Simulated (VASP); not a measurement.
A VASP calculation is set up with these files.

**POSCAR**
```
PdTe
1.0
  0.0000000000   3.1985200000   3.1985200000
  3.1985200000   0.0000000000   3.1985200000
  3.1985200000   3.1985200000   0.0000000000
Pd Te
1 1
Cartesian
  0.0000000000   0.0000000000   0.0000000000
  1.5992600000   1.5992600000   1.5992600000
```

### INCAR
```
ALGO = Normal
EDIFF = 1E-6
EDIFFG = -0.01
ENCUT = 400
GGA = PS
IBRION = 2
ISIF = 3
ISMEAR = 1
LASPH = .TRUE.
LCHARG = .FALSE.
LMAXMIX = 4
LREAL = .FALSE.
LWAVE = .FALSE.
NELM = 100
NSW = 60
PREC = Accurate
SIGMA = 0.1
SYSTEM = PdTe
```

### KPOINTS
```
Automatic mesh
0
Gamma
9 9 9
0 0 0
```

POTCAR, in this order: Pd Te (PBE.64 set). Program: vasp_std.

Question: Write an equivalent input for Quantum ESPRESSO's pw.x.

Answer: One equivalent input (not run):
```
&CONTROL
  calculation = 'vc-relax'
  pseudo_dir = './pseudo'
  outdir = './out'
  tprnfor = .true.
  tstress = .true.
  nstep = 60
  forc_conv_thr = 0.00039
/
&SYSTEM
  ibrav = 0
  nat = 2
  ntyp = 2
  ecutwfc = 82.3
  occupations = 'smearing'
  smearing = 'methfessel-paxton'
  degauss = 0.00735
  input_dft = 'pbesol'
/
&ELECTRONS
  conv_thr = 7.3e-08
  electron_maxstep = 100
/
&IONS
/
&CELL
/
ATOMIC_SPECIES
  Pd 106.420 Pd.upf
  Te 127.600 Te.upf
CELL_PARAMETERS angstrom
     0.0000000    3.1985200    3.1985200
     3.1985200    0.0000000    3.1985200
     3.1985200    3.1985200    0.0000000
ATOMIC_POSITIONS crystal
  Pd   0.0000000  0.0000000  0.0000000
  Te   0.2500000  0.2500000  0.2500000
K_POINTS automatic
  9 9 9 0 0 0
```
What does not carry over: the potentials are each code's own (VASP's PAW set, PseudoDojo norm-conserving files in pw.x), so ENCUT and ecutwfc are chosen apart and not converted; conv_thr bounds pw.x's estimated SCF error, while EDIFF bounds the energy change between steps; forc_conv_thr acts on force components and is met together with etot_conv_thr.

The structure was generated: PdTe was put into the zinc blende type (F-43m), which need not be its known phase. This run relaxes it. Symmetry was kept, so distortions that lower it aren't found.
